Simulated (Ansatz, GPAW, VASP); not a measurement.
## Code comparison for NiS2 (P2_1, 6 atoms in the cell)

Self-consistent single point.

```
CELL_PARAMETERS angstrom
      4.07766     0.00000     0.00000
      0.00000     5.20147     0.00000
     -2.01029     0.00000     4.88022
ATOMIC_POSITIONS crystal
  Ni 0.75106 0.83360 0.74947
  Ni 0.24894 0.33360 0.25053
  S  0.26741 0.95001 0.41712
  S  0.73259 0.45001 0.58288
  S  0.76670 0.21643 0.91754
  S  0.23330 0.71643 0.08246
```

All programs got the same cell, k-point mesh and kind of occupations (in Ansatz's words: kpoints.mp_grid.grid = 6 5 5; scf.occupations.method = fermi_dirac; scf.occupations.width = 0.02 eV); potentials, basis and cutoffs are each program's usual ones.

| code | model | pressure (GPa) | largest force (eV/Å) | gap on the mesh (eV) | cutoff |
|---|---|---|---|---|---|
| GPAW | PBEsol, GPAW PAW datasets PBEsol (made by gpaw-setup) | -0.66 | 0.317 | 0.148 | 850 eV |
| VASP | PBEsol, VASP's PBE PAW potentials (set 64) | -1.78 | 0.244 | 0.129 | 300 eV |
| Ansatz | PBEsol, default PAW files made with PBE | -1.38 | 0.311 | 0.133 | default |

Size of the force on each atom (eV/Å): Sizes of forces hide their directions.

| code | Ni1 | Ni2 | S3 | S4 | S5 | S6 |
|---|---|---|---|---|---|---|
| GPAW | 0.019 | 0.019 | 0.317 | 0.317 | 0.299 | 0.299 |
| VASP | 0.019 | 0.019 | 0.244 | 0.244 | 0.228 | 0.228 |
| Ansatz | 0.020 | 0.020 | 0.311 | 0.311 | 0.296 | 0.296 |

Gaps are read on the mesh.

The spread over the programs that give each value: pressure within 1.12 GPa; largest force within 0.073 eV/Å; gap on the mesh within 0.019 eV.

The starting cell comes from a database of computed structures (which also holds hypothetical and non-ambient phases and stackings), without a prior relaxation at this level. On Ansatz's run: Spin polarisation is off, so a magnetic state, if there is one, cannot be reached.

Problem. Why do the programs differ, and what cannot be compared?

Solution. Differences of this kind can come from the potentials, where these differ, and from what each basis and cutoff leave unconverged. The valence holds different numbers of electrons (GPAW 56, VASP 44, Ansatz (an electronic-structure program) 60). The zero of total energies and Fermi levels follows the potentials and each program's conventions, so they are not compared here. Ansatz's pressure is given at a fixed set of plane waves, as the other plane-wave codes print theirs.

VASP's run is marked for a possible Pulay error in its stress at this cutoff; no cutoff test was made.

Left out of this page: Quantum ESPRESSO, ABINIT, CP2K, FLEUR and SIESTA (not drawn, or without a comparable value).

Keys are those of Ansatz 0.2.
